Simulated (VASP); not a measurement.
Wanted: the native input for a VASP 6.6.1 run.

* Task: band structure
* Functional: PBE
* Potentials or basis: VASP PAW PBE potentials, release 64 (Hf_pv, Ta_pv, N)
* Cutoff: 520 eV
* k mesh: 10 × 10 × 4
* Occupations: gaussian, width 0.1 eV
* Spin: no spin polarisation
* Further INCAR settings: ALGO = Normal; EDIFF = 1e-06

Crystal: HfTaN3.

```
Hf Ta N
1.0
     1.51935   -4.92794    0.00000
     1.51935    4.92794    0.00000
     0.00000    0.00000    7.43903
Hf Ta N
2 2 6
Direct
  0.25680 0.74320 0.75000
  0.74320 0.25680 0.25000
  0.00000 0.00000 0.50000
  0.00000 0.00000 0.00000
  0.90754 0.09246 0.75000
  0.09246 0.90754 0.25000
  0.63737 0.36263 0.57230
  0.63737 0.36263 0.92770
  0.36263 0.63737 0.07230
  0.36263 0.63737 0.42770
```

The cell was built by a generator and needn't be a form met in nature.

The input as run:

POSCAR

```
HfTaN3
1.0
    1.5193500000     -4.9279400000      0.0000000000
    1.5193500000      4.9279400000      0.0000000000
    0.0000000000      0.0000000000      7.4390300000
Hf Ta N
2 2 6
Direct
    0.2567970000      0.7432030000      0.7500000000
    0.7432030000      0.2567970000      0.2500000000
    0.0000000000      0.0000000000      0.5000000000
    0.0000000000      0.0000000000      0.0000000000
    0.9075430000      0.0924570000      0.7500000000
    0.0924570000      0.9075430000      0.2500000000
    0.6373680000      0.3626320000      0.5722960000
    0.6373680000      0.3626320000      0.9277040000
    0.3626320000      0.6373680000      0.0722960000
    0.3626320000      0.6373680000      0.4277040000
```

INCAR.step1

```
PREC = Accurate
ENCUT = 520
EDIFF = 1E-6
ISMEAR = 0
SIGMA = 0.1
LREAL = False
LASPH = True
NELM = 100
ALGO = Normal
ISIF = 2
LWAVE = False
LCHARG = True
LMAXMIX = 4
GGA = PE
KPAR = 4
```

KPOINTS.step1

```
regular mesh
0
Gamma
  10 10 4
```

INCAR.step2

```
PREC = Accurate
ENCUT = 520
EDIFF = 1E-6
ISMEAR = 0
SIGMA = 0.05
LREAL = False
LASPH = True
NELM = 100
ALGO = Normal
ISIF = 2
LWAVE = False
LCHARG = False
LMAXMIX = 4
GGA = PE
KPAR = 4
ICHARG = 11
```

KPOINTS.step2

```
path GXSRAZGYX1A1TY,ZT
10
line-mode
reciprocal
 0.0000000000  0.0000000000  0.0000000000  G
 0.2737642901  0.2737642901  0.0000000000  X

 0.2737642901  0.2737642901  0.0000000000  X
 0.0000000000  0.5000000000  0.0000000000  S

 0.0000000000  0.5000000000  0.0000000000  S
 0.0000000000  0.5000000000  0.5000000000  R

 0.0000000000  0.5000000000  0.5000000000  R
 0.2737642901  0.2737642901  0.5000000000  A

 0.2737642901  0.2737642901  0.5000000000  A
 0.0000000000  0.0000000000  0.5000000000  Z

 0.0000000000  0.0000000000  0.5000000000  Z
 0.0000000000  0.0000000000  0.0000000000  G

 0.0000000000  0.0000000000  0.0000000000  G
-0.5000000000  0.5000000000  0.0000000000  Y

-0.5000000000  0.5000000000  0.0000000000  Y
-0.2737642901  0.7262357099  0.0000000000  X1

-0.2737642901  0.7262357099  0.0000000000  X1
-0.2737642901  0.7262357099  0.5000000000  A1

-0.2737642901  0.7262357099  0.5000000000  A1
-0.5000000000  0.5000000000  0.5000000000  T

-0.5000000000  0.5000000000  0.5000000000  T
-0.5000000000  0.5000000000  0.0000000000  Y

 0.0000000000  0.0000000000  0.5000000000  Z
-0.5000000000  0.5000000000  0.5000000000  T
```

Potentials or basis: VASP PAW PBE potentials, release 64 (Hf_pv, Ta_pv, N).

Launch:

```sh
$ cat potpaw_PBE.64/Hf_pv/POTCAR potpaw_PBE.64/Ta_pv/POTCAR potpaw_PBE.64/N/POTCAR > POTCAR
$ cp INCAR.step1 INCAR
$ cp KPOINTS.step1 KPOINTS
$ mpirun -np 4 vasp_std > vasp.out
$ cp INCAR.step2 INCAR
$ cp KPOINTS.step2 KPOINTS
$ mpirun -np 4 vasp_std > vasp.out
```

It gave:

```
Band gap along the path : none (metal or under the smearing width)
```

Caveat: the log is that of the step along the path at fixed density, whose energy, stress, charges and moments have no meaning; spin-orbit coupling is left out, which moves the levels of the heavy elements.

It took 2.9 min on 4 MPI ranks on Intel(R) Xeon(R) 6975P-C (Granite Rapids), on a shared host, peak memory 0.61 GiB a rank.
